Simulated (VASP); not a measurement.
Input:

```yaml
crystal:
  lattice:
    - [0.00000, 2.94872, 2.94872]
    - [2.94872, 0.00000, 2.94872]
    - [2.94872, 2.94872, 0.00000]
  atoms:
    - { symbol: Li, position: [0.25000, 0.25000, 0.25000] }
    - { symbol: Li, position: [0.75000, 0.75000, 0.75000] }
    - { symbol: Se, position: [0.00000, 0.00000, 0.00000] }
```

Level of theory: PBE GGA, VASP's PBE PAW potentials (set 64) (plane waves; VASP). Settings: 600 eV cut-off, 6×6×6 Γ-centred mesh, Gaussian smearing of 0.050 eV, potentials Li_sv Se.

Predict the energy per atom (σ→0), pressure, band gap (on the k-mesh) with the smallest direct gap where there is one.

```yaml
band gap (on the k-mesh): 2.93 eV
smallest direct gap (on the k-mesh): 3.62 eV
energy per atom (σ→0): -3.704 eV/atom
pressure: 2.00 GPa
```

Only differences to runs with the same potentials and settings are physical.

The compound is Li2Se in the antifluorite structure. It was relaxed first under an external pressure of 2 GPa.
